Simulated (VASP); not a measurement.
Method: r2SCAN meta-GGA, VASP's PBE PAW potentials (set 64) (plane waves; VASP).

Input for VASP

**INCAR**
```
# general
SYSTEM =Si atom
PREC   =Normal
ENCUT  =520
LREAL  =F
LASPH  =T
ISYM   =0

# electronic loop
EDIFF  =1E-6
NELM   =200
ALGO   =All
LMIXTAU=T

# smearing
ISMEAR =0
SIGMA  =0.01

# functional
METAGGA=R2SCAN

# spin
ISPIN  =2
MAGMOM =2
NUPDOWN=2

# output
LWAVE  =F
LCHARG =F
LORBIT =10
```

File POSCAR:
```
Si atom
1
   12.0000000000     0.0000000000     0.0000000000
    0.0000000000    12.5000000000     0.0000000000
    0.0000000000     0.0000000000    13.0000000000
Si
1
Direct
  0.0000000000   0.0000000000   0.0000000000
```

File KPOINTS:
```
Automatic
0
gamma
 1 1 1
0 0 0
```

POTCAR, in this order: Si (PBE.64 set). Program: vasp_gam. Read from the step before: WAVECAR.

The resulting files:

OUTCAR:
```
 ion  position               nearest neighbor table
   1  0.000  0.000  0.000-
 Subroutine IBZKPT returns following result:
 Found      1 irreducible k-points:

 Following reciprocal coordinates:
            Coordinates               Weight
  0.000000  0.000000  0.000000      1.000000
   k-points           NKPTS =      1   k-points in BZ     NKDIM =      1   number of bands    NBANDS=      7
   number of dos      NEDOS =    301   number of ions     NIONS =      1
   total plane-waves  NPLWV = 392000
   dimension x,y,z NGX =    70 NGY =   70 NGZ =   80
   dimension x,y,z NGXF=   140 NGYF=  140 NGZF=  160
   ions per type =               1
   PREC   = normal    normal or accurate (medium, high low for compatibility)
   ISTART =      1    job   : 0-new  1-cont  2-samecut
   ICHARG =      0    charge: 1-file 2-atom 10-const
   ISPIN  =      2    spin polarized calculation?
   LNONCOLLINEAR =      F non collinear calculations
   LSORBIT =      F    spin-orbit coupling
   INIWAV =      1    electr: 0-lowe 1-rand  2-diag
   ENCUT  =  520.0 eV  38.22 Ry    6.18 a.u.  22.31 23.24 24.17*2*pi/ulx,y,z
   NELM   =    200;   NELMIN=  2; NELMDL=  0     # of ELM steps
   EDIFF  = 0.1E-05   stopping-criterion for ELM
   LREAL  =      F    real-space projection
...
```

OSZICAR:
```
       N       E                     dE             d eps       ncg     rms           ort
SDA:   1    -0.385806169450E+01   -0.38581E+01    0.00000E+00     7   0.373E-01   0.000E+00
CGA:   2    -0.387094457024E+01   -0.12883E-01   -0.12905E-01     7   0.802E-02  -0.423E-03
SDA:   3    -0.389767813970E+01   -0.26734E-01   -0.26784E-01     7   0.136E+00  -0.234E-01
SDA:   4    -0.405340695568E+01   -0.15573E+00   -0.16237E+00     7   0.112E+00  -0.348E-01
CGA:   5    -0.408504878242E+01   -0.31642E-01   -0.31626E-01     7   0.264E-01  -0.181E-03
CGA:   6    -0.410002619442E+01   -0.14977E-01   -0.14993E-01     7   0.674E-02  -0.602E-04
CGA:   7    -0.410288094503E+01   -0.28548E-02   -0.28536E-02     7   0.203E-02   0.186E-04
CGA:   8    -0.410379613982E+01   -0.91519E-03   -0.91534E-03     7   0.419E-03  -0.392E-05
CGA:   9    -0.410395598629E+01   -0.15985E-03   -0.15984E-03     7   0.890E-04  -0.956E-06
CGA:  10    -0.410399257329E+01   -0.36587E-04   -0.36512E-04     7   0.179E-04   0.198E-05
CGA:  11    -0.410400056475E+01   -0.79915E-05   -0.79478E-05     7   0.454E-05   0.970E-06
CGA:  12    -0.410400320100E+01   -0.26362E-05   -0.27380E-05     7   0.159E-05  -0.342E-06
CGA:  13    -0.410400399501E+01   -0.79402E-06   -0.86915E-06     7   0.692E-06  -0.255E-06
   1 F= -.41040040E+01 E0= -.41040040E+01  d E =-.196393E-31  mag=     2.0000
```

File OUTCAR:
```
------------------------ aborting loop because EDIFF is reached ----------------------------------------
  FORCE on cell =-STRESS in cart. coord.  units (eV):
  Direction    XX          YY          ZZ          XY          YZ          ZX
  --------------------------------------------------------------------------------------
  Total       -0.0034140      0.0001834      0.0018839     -0.0001563      0.0002764      0.0000142
  in kB       -0.0028050      0.0001507      0.0015479     -0.0001284      0.0002271      0.0000117
  external PRESSURE =      -0.0003688 kB  Pullay stress =       0.0000000 kB
  volume of cell :     1950.00
      direct lattice vectors                 reciprocal lattice vectors
    12.000000000  0.000000000  0.000000000     0.083333333  0.000000000  0.000000000
     0.000000000 12.500000000  0.000000000     0.000000000  0.080000000  0.000000000
     0.000000000  0.000000000 13.000000000     0.000000000  0.000000000  0.076923077
 POSITION                                       TOTAL-FORCE (eV/Angst)
 -----------------------------------------------------------------------------------
      0.00000      0.00000      0.00000        -0.000002     -0.000000      0.000000
 -----------------------------------------------------------------------------------
    total drift:                               -0.000002     -0.000000      0.000000
  FREE ENERGIE OF THE ION-ELECTRON SYSTEM (eV)
  ---------------------------------------------------
  free  energy   TOTEN  =        -4.1040039950 eV

  energy  without entropy=       -4.1040039950  energy(sigma->0) =       -4.10400400

 total charge

# of ion       s       p       d       tot
------------------------------------------
    1        0.940   0.581   0.000   1.522

 magnetization (x)

# of ion       s       p       d       tot
------------------------------------------
    1        0.000   0.581   0.000   0.582
```
(Selected blocks of OUTCAR.)

The atom may not be in its lowest state.

The cell is a free atom in a box.
